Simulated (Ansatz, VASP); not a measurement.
# Ge (amorphous Ge at 4.34 g/cm^3) in two plane-wave programs, part 3 of 3

One calculation is typed for both programs; each brings its own data sets. How far apart do they land? Of the first pair: The structure shown is the start of the Ansatz relaxation below; VASP solves that cell, so the two are compared at the walk's first step.

VASP 6.6.1 and Ansatz 0.2.0.

So far. Step 4 (Comparison): The forces differ by 2.3 meV/Å r.m.s., which is 1.0 % of the r.m.s. force of 0.241 eV/Å (both taken over all components).

**6. VASP: single point, PBE, relaxed cell, pair 2**

Level of this step: PBE; plane waves and PAW (Ge_d) (VASP).

The same cell, functional, mesh and smearing now go to VASP, with its own data sets.

INCAR reads:

```
SYSTEM = Ge
PREC = Accurate
ENCUT = 410
EDIFF = 1E-06
NELM = 120
ISMEAR = -1
SIGMA = 0.025
LREAL = Auto
ALGO = Normal
GGA = PE
NBANDS = 584
LORBIT = 11
LWAVE = .FALSE.
LCHARG = .FALSE.
ISIF = 2
LASPH = .TRUE.
GGA_COMPAT = .FALSE.
EFERMI = MIDGAP
NCORE = 2
```

POSCAR reads:

```
Ge
1.0
   12.5980000000      0.0000000000      0.0000000000
    0.0000000000     12.5980000000      0.0000000000
    0.0000000000      0.0000000000     12.5980000000
Ge
72
Direct
    0.2360000000      0.4632400000      0.3387500000
    0.6121900000      0.6664300000      0.1129200000
    0.9677400000      0.9158100000      0.0248400000
    0.0677500000      0.1926500000      0.0260800000
    0.1372000000      0.6908200000      0.5934700000
    0.1539700000      0.8896600000      0.6145300000
    0.7034900000      0.1617000000      0.6816900000
    0.6396600000      0.5710900000      0.3846300000
    0.9918000000      0.1959600000      0.3255300000
    0.9113500000      0.8229000000      0.8592300000
    0.0158900000      0.3669000000      0.9287200000
    0.6942400000      0.7492100000      0.4625600000
    0.7168900000      0.7112800000      0.6538200000
    0.9149800000      0.3682700000      0.3896500000
    0.0404500000      0.5109600000      0.3617400000
    0.9227000000      0.5139700000      0.1903400000
    0.6410700000      0.9504400000      0.0504000000
    0.5522900000      0.4669200000      0.0414900000
    0.6324900000      0.7762500000      0.9450500000
    0.9652700000      0.6368600000      0.5033000000
    0.7304000000      0.8464700000      0.7915700000
    0.8202600000      0.9930000000      0.1315800000
    0.9941600000      0.9406000000      0.7233700000
    0.5166100000      0.7276000000      0.6465900000
    0.2790900000      0.5840700000      0.4937900000
    0.7287800000      0.2185600000      0.8728500000
    0.1551600000      0.6395900000      0.7865000000
    0.9770600000      0.6390700000      0.8799600000
    0.5478400000      0.8519800000      0.1951900000
    0.2879600000      0.0006900000      0.3461000000
    0.7729100000      0.6359000000      0.2335300000
    0.8935200000      0.0937900000      0.6376200000
    0.8806900000      0.7600800000      0.3535300000
    0.2587600000      0.0271400000      0.9134800000
    0.0477600000      0.6175200000      0.0635000000
    0.6123000000      0.9098000000      0.3750700000
    0.1780000000      0.4746800000      0.9966500000
    0.1139800000      0.9327600000      0.4251500000
    0.9448900000      0.0471400000      0.4442400000
    0.9062600000      0.1744300000      0.1425500000
    0.2515500000      0.8598200000      0.0341800000
    0.2742500000      0.4804400000      0.8207100000
    0.2989600000      0.3051300000      0.4468500000
    0.4774300000      0.6970100000      0.8407000000
    0.7441800000      0.4290700000      0.4886400000
    0.4611100000      0.0338600000      0.4546400000
    0.6052200000      0.0004700000      0.7518500000
    0.4890800000      0.2371800000      0.3945500000
    0.3036000000      0.9252300000      0.7415000000
    0.4743500000      0.4979400000      0.8550100000
    0.5011000000      0.4272700000      0.6595400000
    0.8081700000      0.9480800000      0.3300200000
    0.8749800000      0.4801000000      0.8243600000
    0.2927300000      0.7639800000      0.8633900000
    0.9360000000      0.1950800000      0.8234800000
    0.3909700000      0.1203300000      0.0545100000
    0.2968300000      0.4209100000      0.1493600000
    0.8326400000      0.5435200000      0.6323500000
    0.1995200000      0.1790800000      0.3272600000
    0.2347500000      0.2284500000      0.1376300000
    0.0577500000      0.0405700000      0.8935500000
    0.5732400000      0.0959000000      0.9300300000
    0.4669100000      0.9232200000      0.6288500000
    0.3723300000      0.9447500000      0.1675000000
    0.6095900000      0.2916600000      0.5555000000
    0.8721600000      0.3613500000      0.0729200000
    0.3012000000      0.4228200000      0.6215100000
    0.7227700000      0.4064000000      0.9474600000
    0.4769000000      0.3074300000      0.1621100000
    0.4779300000      0.5783200000      0.5206800000
    0.0914800000      0.7589600000      0.3290400000
    0.0884800000      0.8016700000      0.1288800000
```

KPOINTS reads:

```
Automatic mesh
0
Gamma
1 1 1
0 0 0
```

PAW data sets: Ge_d (PBE family, release 64).

The run is started by

```sh
mpirun -np 8 vasp_gam
```

Numbers of over 12 decimals in the logs are rounded to 6 here.

The program printed:

```text
[... set-up lines as in an earlier step ...]
 entering main loop
       N       E                     dE             d eps       ncg     rms          rms(c)
DAV:   1     0.189116162989E+05    0.18912E+05   -0.38011E+05  1208   0.460E+03
DAV:   2     0.432977744500E+04   -0.14582E+05   -0.14142E+05  1168   0.106E+03
DAV:   3     0.541210692912E+03   -0.37886E+04   -0.36369E+04  1216   0.292E+02
DAV:   4    -0.232506805992E+03   -0.77372E+03   -0.71086E+03  1352   0.125E+02
[...]
DAV:  18    -0.307792452884E+03   -0.11891E-05   -0.10201E-05  1280   0.294E-02    0.224E-03
DAV:  19    -0.307792455430E+03   -0.25455E-05   -0.23205E-05  1128   0.164E-02    0.187E-03
DAV:  20    -0.307792455956E+03   -0.52634E-06   -0.47320E-06   960   0.114E-02
   1 F= -.30779246E+03 E0= -.30779191E+03  d E =-.109067E-02
```

OUTCAR, selected parts (step 6):

```text
 POSITION                                       TOTAL-FORCE (eV/Angst)
 -----------------------------------------------------------------------------------
      2.97313      5.83590      4.26757         0.009443      0.025034      0.011061
      7.71237      8.39569      1.42257        -0.009034      0.000139      0.015105
     12.19159     11.53737      0.31293         0.015981     -0.011145     -0.006278
      0.85351      2.42700      0.32856        -0.007755     -0.006041     -0.027803
      1.72845      8.70295      7.47654        -0.007966      0.010341     -0.016819
      1.93971     11.20794      7.74185        -0.004341     -0.028167      0.002198
      8.86257      2.03710      8.58793         0.003688     -0.016666      0.005087
      8.05844      7.19459      4.84557        -0.014241     -0.005229      0.016806
     12.49470      2.46870      4.10103        -0.016236      0.000687     -0.010939
     11.48119     10.36689     10.82458        -0.011021      0.017419      0.002422
      0.20018      4.62221     11.70001        -0.016668     -0.000987     -0.010838
      8.74604      9.43855      5.82733         0.027433      0.022823     -0.000405
      9.03138      8.96071      8.23682         0.011777      0.005927     -0.002570
     11.52692      4.63947      4.90881         0.020491      0.027723     -0.001867
[...]
-----------------------------------------------------------------------------------
    total drift:                               -0.006974      0.014791     -0.015271

  FREE ENERGIE OF THE ION-ELECTRON SYSTEM (eV)
  ---------------------------------------------------
  free  energy   TOTEN  =      -307.7924559563 eV

  energy  without entropy=     -307.7913652860  energy(sigma->0) =     -307.79191062

[... 1 part as in an earlier step ...]
```

The run ends at a pressure of -1.62 GPa, with forces up to 0.057 eV/Å.

**7. Side by side**

Compared:

```
              quantity  Ansatz   VASP  difference
gap on the k mesh (eV)   0.329  0.328      +0.001
```

At this near-relaxed geometry the largest component of a force difference is 7 meV/Å. A gap on the mesh is an upper bound, since the band edges may lie between its points.

**8. What came out**

- r.m.s. force difference (single point, PBE, start cell, pair 1): 0.96 % of the r.m.s. force
- difference in gap on the k mesh (single point, PBE, relaxed cell, pair 2): 0.0012 eV

**Reading.** The r.m.s. force difference is 0.96 % of the r.m.s. force (single point, PBE, start cell, pair 1), within the 3 % picked in this series as the mark of a large difference. Such differences can come from data sets, numerical settings and the points named under the comparisons, not from the functional's error against experiment.

[Lines on the potential files, build, host, timing and source positions are cut from VASP's logs without a mark.]

[Logs are printed without paths, hosts, clocks, repeated set-up lines and the standing remarks that a program may print on its own settings, such as how far it seeks lower states.]

[Hosts, paths, dates, database ids (printed as entryN), source tags and the programs' standing remarks are cut or masked in the printed files.]
